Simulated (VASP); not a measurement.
Here is the system:

```
CELL_PARAMETERS angstrom
      0.00000     2.84158     2.84158
      2.84158     0.00000     2.84158
      2.84158     2.84158     0.00000
ATOMIC_POSITIONS crystal
  Li 0.25000 0.25000 0.25000
  Li 0.75000 0.75000 0.75000
  S  0.00000 0.00000 0.00000
```

Level of theory: r2SCAN meta-GGA, VASP's PBE PAW potentials (set 64) (plane waves; VASP). Settings: 600 eV cut-off, 6×6×6 Γ-centred mesh, Gaussian smearing of 0.050 eV, potentials Li_sv S.

Energy and stress use the plane-wave basis of the starting cell.

Q: The ions, cell shape and volume at an external pressure of 10.0 GPa are relaxed. Give the cell that the relaxation ends in.

A: 
```
CELL_PARAMETERS angstrom
      0.00000     2.68311     2.68311
      2.68311     0.00000     2.68311
      2.68311     2.68311     0.00000
ATOMIC_POSITIONS crystal
  Li 0.25000 0.25000 0.25000
  Li 0.75000 0.75000 0.75000
  S  0.00000 0.00000 0.00000
```
Space group Fm-3m (225), at a tolerance of 0.03 Å.

Q: How do energy and volume change from the first to the last step?

A: The energy (σ→0) changes by +66.5 meV/atom and the volume by -15.8 %, in 4 ionic steps.

The compound is Li2S in the antifluorite structure. This run relaxes it under an external pressure of 10 GPa. Symmetry was kept, so distortions that lower it aren't found.
